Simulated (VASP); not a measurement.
Method: optB88-vdW, VASP's PBE PAW potentials (set 64) (plane waves; VASP).

The input files of a VASP run:

**INCAR**
```
SYSTEM=PbO
PREC=Normal; ENCUT=500; LREAL=.FALSE.
LASPH=.TRUE.
EDIFF=1E-5; NELM=100; NELMIN=4
ALGO=Fast; LMAXMIX=4
ISMEAR=0; SIGMA=0.05
GGA=BO; LUSE_VDW=.TRUE.; AGGAC=0.0
PARAM1=0.1833333333; PARAM2=0.22
IBRION=2; NSW=20; ISIF=2
EDIFFG=-0.03
LWAVE=.FALSE.; LCHARG=.FALSE.
```

File POSCAR:
```
PbO
1
    4.0489636219     0.0000000000     0.0000000000
    0.0000000000     4.0489636219     0.0000000000
    0.0000000000     0.0000000000     5.0479958622
Pb O
2 2
Direct
  0.5000000000   0.0000000000   0.7650000000
  0.0000000000   0.5000000000   0.2350000000
  0.5000000000   0.5000000000   0.0000000000
  0.0000000000   0.0000000000   0.0000000000
```

**KPOINTS**
```
Automatic mesh
0
Gamma
7 7 6
0 0 0
```

POTCAR, in this order: Pb_d O (PBE.64 set). Program: vasp_std.

Output

### OSZICAR
```
       N       E                     dE             d eps       ncg     rms          rms(c)
DAV:   1     0.464320636263E+03    0.46432E+03   -0.19866E+04  1920   0.191E+03
DAV:   2     0.427841284154E+02   -0.42154E+03   -0.41408E+03  2040   0.492E+02
DAV:   3    -0.153122460414E+02   -0.58096E+02   -0.56345E+02  2648   0.192E+02
DAV:   4    -0.171966473234E+02   -0.18844E+01   -0.18833E+01  2080   0.399E+01
DAV:   5    -0.172670020743E+02   -0.70355E-01   -0.70346E-01  2744   0.739E+00    0.131E+01
RMM:   6    -0.122187271062E+02    0.50483E+01   -0.24935E+01  2238   0.241E+01    0.517E+00
RMM:   7    -0.120497276033E+02    0.16900E+00   -0.24382E+00  1969   0.129E+01    0.231E+00
RMM:   8    -0.120472290093E+02    0.24986E-02   -0.80717E-01  2086   0.609E+00    0.938E-01
RMM:   9    -0.120498449855E+02   -0.26160E-02   -0.25608E-01  2309   0.351E+00    0.253E-01
RMM:  10    -0.120522757586E+02   -0.24308E-02   -0.40638E-02  2220   0.125E+00    0.160E-01
RMM:  11    -0.120527013638E+02   -0.42561E-03   -0.50227E-03  2432   0.551E-01    0.717E-02
RMM:  12    -0.120527608762E+02   -0.59512E-04   -0.22052E-03  2400   0.282E-01    0.182E-02
RMM:  13    -0.120527958088E+02   -0.34933E-04   -0.46047E-04  1990   0.123E-01    0.145E-02
RMM:  14    -0.120527952249E+02    0.58392E-06   -0.80533E-05  1540   0.628E-02
   1 F= -.12052795E+02 E0= -.12052795E+02  d E =-.120528E+02
       N       E                     dE             d eps       ncg     rms          rms(c)
DAV:   1    -0.120528649860E+02   -0.69177E-04   -0.19322E-01  2360   0.242E+00    0.341E-02
RMM:   2    -0.120530359266E+02   -0.17094E-03   -0.20758E-03  1975   0.571E-01    0.212E-02
RMM:   3    -0.120531456042E+02   -0.10968E-03   -0.11629E-03  2439   0.307E-01    0.111E-02
RMM:   4    -0.120531535804E+02   -0.79762E-05   -0.98552E-05  1713   0.885E-02
   2 F= -.12053154E+02 E0= -.12053154E+02  d E =-.358356E-03
```

### OUTCAR
```
------------------------ aborting loop because EDIFF is reached ----------------------------------------
  FORCE on cell =-STRESS in cart. coord.  units (eV):
  Direction    XX          YY          ZZ          XY          YZ          ZX
  --------------------------------------------------------------------------------------
  Total       -0.0177991     -0.0177991     -0.0079465      0.0000000      0.0000000      0.0000000
  in kB       -0.3445885     -0.3445885     -0.1538436      0.0000000      0.0000000      0.0000000
  external PRESSURE =      -0.2810069 kB  Pullay stress =       0.0000000 kB
  volume of cell :       82.76
      direct lattice vectors                 reciprocal lattice vectors
     4.048963622  0.000000000  0.000000000     0.246976781  0.000000000  0.000000000
     0.000000000  4.048963622  0.000000000     0.000000000  0.246976781  0.000000000
     0.000000000  0.000000000  5.047995862     0.000000000  0.000000000  0.198098419
 POSITION                                       TOTAL-FORCE (eV/Angst)
 -----------------------------------------------------------------------------------
      2.02448      0.00000      3.85806        -0.000000     -0.000000      0.005732
      4.04896      2.02448      1.18994         0.000000      0.000000     -0.005732
      2.02448      2.02448      0.00000         0.000000     -0.000000      0.000000
      0.00000      4.04896      0.00000         0.000000      0.000000      0.000000
 -----------------------------------------------------------------------------------
    total drift:                                0.000000     -0.000000      0.000000
  FREE ENERGIE OF THE ION-ELECTRON SYSTEM (eV)
  ---------------------------------------------------
  free  energy   TOTEN  =       -12.0531535804 eV

  energy  without entropy=      -12.0531535804  energy(sigma->0) =      -12.05315358

 reached required accuracy - stopping structural energy minimisation
```
(Selected blocks of OUTCAR.)

File CONTCAR:
```
PbO
   1.00000000000000
     4.0489636218999996    0.0000000000000000    0.0000000000000000
     0.0000000000000000    4.0489636218999996    0.0000000000000000
     0.0000000000000000    0.0000000000000000    5.0479958621999996
  Pb              O
     2     2
Direct
     0.5000000000000000    0.0000000000000000    0.7642756004817375
     1.0000000000000000    0.5000000000000000    0.2357243995182625
     0.5000000000000000    0.5000000000000000    0.0000000000000000
     0.0000000000000000    1.0000000000000000    0.0000000000000000
```

The compound is PbO in the litharge structure. This run relaxes the ions in a fixed cell. Symmetry was kept, so distortions that lower it aren't found.
